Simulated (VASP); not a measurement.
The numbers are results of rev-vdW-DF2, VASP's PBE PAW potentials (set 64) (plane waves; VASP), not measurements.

A VASP calculation is set up with these files.

File KPOINTS:
```
Automatic mesh
0
Gamma
6 6 8
0 0 0
```

### INCAR
```
SYSTEM = TiO2
PREC = Accurate
ENCUT = 520
EDIFF = 1E-7
NELM = 100
ALGO = Normal
LREAL = .FALSE.
LASPH = .TRUE.
ISMEAR = -5
GGA = MK
PARAM1 = 0.1234568
PARAM2 = 0.7114
ZAB_VDW = -1.8867
LUSE_VDW = .TRUE.
AGGAC = 0.0
LMAXMIX = 4
LWAVE = .FALSE.
LCHARG = .TRUE.
LORBIT = 11
NEDOS = 601
ISIF = 2
LEFG = .TRUE.
```

### POSCAR
```
TiO2
1
    4.6150188636     0.0000000000     0.0000000000
   -0.0000000000     4.6150188636     0.0000000000
    0.0000000000     0.0000000000     2.9605990104
Ti O
2 4
Direct
  0.0000000000   0.0000000000   0.0000000000
  0.5000000000   0.5000000000   0.5000000000
  0.3042272085   0.3042272085   1.0000000000
  0.8042272085   0.1957727915   0.5000000000
  0.1957727915   0.8042272085   0.5000000000
  0.6957727915   0.6957727915   0.0000000000
```

POTCAR, in this order: Ti_sv O (PBE.64 set). Program: vasp_std.

Output of the run:

**OSZICAR**
```
       N       E                     dE             d eps       ncg     rms          rms(c)
DAV:   1     0.695286459623E+03    0.69529E+03   -0.25365E+04  2816   0.203E+03
DAV:   2     0.621959935978E+02   -0.63309E+03   -0.61131E+03  3020   0.586E+02
DAV:   3    -0.558588275180E+02   -0.11805E+03   -0.11562E+03  4392   0.217E+02
DAV:   4    -0.611311812824E+02   -0.52724E+01   -0.52667E+01  3752   0.492E+01
DAV:   5    -0.613430572237E+02   -0.21188E+00   -0.21183E+00  4036   0.816E+00    0.321E+01
DAV:   6    -0.443609958950E+02    0.16982E+02   -0.12166E+02  3384   0.104E+02    0.123E+01
DAV:   7    -0.438993050046E+02    0.46169E+00   -0.18687E+01  3492   0.342E+01    0.789E+00
DAV:   8    -0.439531122083E+02   -0.53807E-01   -0.54095E+00  3508   0.209E+01    0.479E+00
DAV:   9    -0.436976749843E+02    0.25544E+00   -0.23098E+00  3592   0.131E+01    0.117E+00
DAV:  10    -0.437051310557E+02   -0.74561E-02   -0.11697E-01  3428   0.273E+00    0.201E-01
DAV:  11    -0.437052456438E+02   -0.11459E-03   -0.60080E-03  3524   0.534E-01    0.906E-02
DAV:  12    -0.437052302935E+02    0.15350E-04   -0.52499E-04  3720   0.154E-01    0.601E-02
DAV:  13    -0.437051925559E+02    0.37738E-04   -0.16949E-04  3832   0.968E-02    0.874E-03
DAV:  14    -0.437051927851E+02   -0.22914E-06   -0.63240E-06  3656   0.207E-02    0.400E-03
DAV:  15    -0.437051929647E+02   -0.17966E-06   -0.15853E-06  3504   0.773E-03    0.158E-03
DAV:  16    -0.437051929240E+02    0.40743E-07   -0.32014E-07  2748   0.512E-03
   1 F= -.43705193E+02 E0= -.43705193E+02  d E =0.000000E+00
```

OUTCAR:
```
------------------------ aborting loop because EDIFF is reached ----------------------------------------
  FORCE on cell =-STRESS in cart. coord.  units (eV):
  Direction    XX          YY          ZZ          XY          YZ          ZX
  --------------------------------------------------------------------------------------
  Total        0.0391813      0.0391813      0.0274983     -0.0000000      0.0000000      0.0000000
  in kB        0.9955503      0.9955503      0.6986991     -0.0000000      0.0000000      0.0000000
  external PRESSURE =       0.8965999 kB  Pullay stress =       0.0000000 kB
  volume of cell :       63.06
      direct lattice vectors                 reciprocal lattice vectors
     4.615018864  0.000000000  0.000000000     0.216683838  0.000000000  0.000000000
     0.000000000  4.615018864  0.000000000     0.000000000  0.216683838  0.000000000
     0.000000000  0.000000000  2.960599010     0.000000000  0.000000000  0.337769484
 POSITION                                       TOTAL-FORCE (eV/Angst)
 -----------------------------------------------------------------------------------
      0.00000      0.00000      0.00000        -0.000000     -0.000000      0.000000
      2.30751      2.30751      1.48030        -0.000000     -0.000000      0.000000
      1.40401      1.40401      0.00000         0.003638      0.003638      0.000000
      3.71152      0.90350      1.48030         0.003638     -0.003638     -0.000000
      0.90350      3.71152      1.48030        -0.003638      0.003638      0.000000
      3.21100      3.21100      0.00000        -0.003638     -0.003638     -0.000000
 -----------------------------------------------------------------------------------
    total drift:                                0.000000      0.000000      0.000000
  FREE ENERGIE OF THE ION-ELECTRON SYSTEM (eV)
  ---------------------------------------------------
  free  energy   TOTEN  =       -43.7051929240 eV

  energy  without entropy=      -43.7051929240  energy(sigma->0) =      -43.70519292

 total charge

# of ion       s       p       d       tot
------------------------------------------
    1        2.217   6.295   1.711  10.223
    2        2.217   6.295   1.711  10.223
    3        1.566   3.491   0.000   5.057
    4        1.566   3.491   0.000   5.057
    5        1.566   3.491   0.000   5.057
    6        1.566   3.491   0.000   5.057
--------------------------------------------------
tot         10.699  26.555   3.422  40.676

 Electric field gradients after diagonalization (V/A^2)
 (convention: |V_zz| > |V_xx| > |V_yy|)
----------------------------------------------------------------------
 ion       V_xx      V_yy      V_zz     asymmetry (V_yy - V_xx)/ V_zz
----------------------------------------------------------------------
   1      13.259     6.529   -19.787       0.340
   2      13.259     6.529   -19.787       0.340
   3     -20.236    -1.290    21.526       0.880
   4     -20.236    -1.290    21.526       0.880
   5     -20.236    -1.290    21.526       0.880
   6     -20.236    -1.290    21.526       0.880
```
(Selected blocks of OUTCAR.)

The compound is TiO2 in the rutile structure. It was relaxed first.
